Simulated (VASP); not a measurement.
Wanted: the native input for a VASP 6.6.1 run.

| Item | Value |
| --- | --- |
| Task | relaxation of cell and atoms |
| Functional | PBE |
| Potentials or basis | VASP PAW PBE potentials, release 64 (La, Sc_sv) |
| Cutoff | 600 eV |
| k mesh | 7 × 7 × 7 |
| Occupations | fermi-dirac, width 0.05 eV |
| Spin | no spin polarisation |
| Further INCAR settings | ALGO = Normal; EDIFF = 1e-06; IBRION = 2; EDIFFG = -0.005; NSW = 60; ISIF = 3 |

The structure of LaSc lies in POSCAR:

```
LaSc
1.0
    3.9480400000      0.0000000000      0.0000000000
    0.0000000000      3.9480400000      0.0000000000
    0.0000000000      0.0000000000      3.9480400000
La Sc
1 1
Direct
    0.0000000000      0.0000000000      0.0000000000
    0.5000000000      0.5000000000      0.5000000000
```

The cell was built by a generator and needn't be a form met in nature.

The input as run:

INCAR

```
SYSTEM = LaSc
PREC     = Accurate       ! precision mode
ENCUT    = 600            ! plane-wave cutoff, eV
EDIFF    = 1E-6           ! SCF threshold, eV
ISMEAR   = -1             ! smearing method
SIGMA    = 0.05           ! smearing width, eV
LREAL    = .FALSE.        ! projectors in reciprocal space
LASPH    = .TRUE.         ! aspherical terms in the spheres
NELM     = 60             ! most SCF steps
ALGO     = Normal         ! electronic algorithm
ISIF     = 3              ! what is computed and relaxed
LWAVE    = .FALSE.        ! write WAVECAR
LCHARG   = .FALSE.        ! write CHGCAR
GGA      = PE             ! functional
IBRION   = 2              ! ionic algorithm
NSW      = 60             ! ionic steps
EDIFFG   = -0.005         ! ionic threshold
```

KPOINTS

```
regular mesh
0
G
  7 7 7
  0 0 0
```

Potentials or basis: VASP PAW PBE potentials, release 64 (La, Sc_sv).

Launch:

```bash
$ cat potpaw_PBE.64/La/POTCAR potpaw_PBE.64/Sc_sv/POTCAR > POTCAR
$ mpirun -np 1 vasp_std > vasp.out
```

Results of the run:

* Relaxed volume: 30.80 Å³/atom
* Relaxed cell: a = 3.949 Å, b = 3.949 Å, c = 3.949 Å, α = 90.00°, β = 90.00°, γ = 90.00°
* Space group after relaxing (to 0.05 Å): Pm-3m (No. 221)
* Energy gained by relaxing: 0.0 meV/atom
* Ionic steps: 2
* Pressure after relaxing: 0.0 GPa
* Band gap on the k mesh: none (metal or under the smearing width)

Run time: 30 s on 1 thread of Intel(R) Xeon(R) Platinum 8488C (Sapphire Rapids), with other jobs on the host, peak memory 0.2 GiB.
